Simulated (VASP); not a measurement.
Input of a VASP 6.6.1 run:

The input INCAR:

```
SYSTEM = Be3ZnTe4
  PREC = Normal
  ENCUT = 520
  EDIFF = 1E-4
  ISMEAR = 0
  SIGMA = 0.15
  LREAL = .FALSE.
  LASPH = .TRUE.
  NELM = 60
  ALGO = Fast
  ISIF = 3
  LWAVE = .FALSE.
  LCHARG = .FALSE.
  GGA = PE
  IBRION = 2
  NSW = 24
  EDIFFG = -0.08
  KPAR = 4
```

Contents of KPOINTS:

```
regular mesh
0
G
  4 4 4
  0 0 0
```

File POSCAR:

```
Be3ZnTe4
1.0
   -2.7653256500      2.7653256500      5.5359920900
    2.7653256500     -2.7653256500      5.5359920900
    2.7653256500      2.7653256500     -5.5359920900
Be Zn Te
3 1 4
Direct
    0.5000000000      0.5000000000      0.0000000000
    0.7500000000      0.2500000000      0.5000000000
    0.2500000000      0.7500000000      0.5000000000
    0.0000000000      0.0000000000      0.0000000000
    0.0000000000      0.5000000000      0.5000000000
    0.5000000000      0.0000000000      0.5000000000
    0.2510977100      0.2510977100      0.0000000000
    0.7489022900      0.7489022900      0.0000000000
```

Potentials or basis: VASP PAW PBE potentials, release 64 (Be, Zn, Te).

The run is started by

```bash
$ cat potpaw_PBE.64/Be/POTCAR potpaw_PBE.64/Zn/POTCAR potpaw_PBE.64/Te/POTCAR > POTCAR
$ mpirun -np 4 vasp_std > vasp.out
```

Predict the relaxed cell.

a = 6.725 Å, b = 6.725 Å, c = 6.725 Å, α = 131.60°, β = 131.60°, γ = 70.86°.

Estimate the space group after relaxing (to 0.05 Å).

I4/mmm (No. 139).

Forces on the atoms (eV/Å):
```
Be   0.000  0.000  0.000
Be   0.000  0.000  0.000
Be   0.000  0.000  0.000
Zn   0.000  0.000  0.000
Te   0.000  0.000  0.000
Te   0.000  0.000  0.000
Te   0.000  0.000  0.074
Te   0.000  0.000 -0.074
```

Caveat: the k mesh is coarse (spacing up to 0.40 Å⁻¹), so the values aren't converged; the relaxation stopped at a loose force limit of 0.08 eV/Å, so its end isn't a converged minimum. Spin-orbit coupling is left out, which matters for the levels of Te.
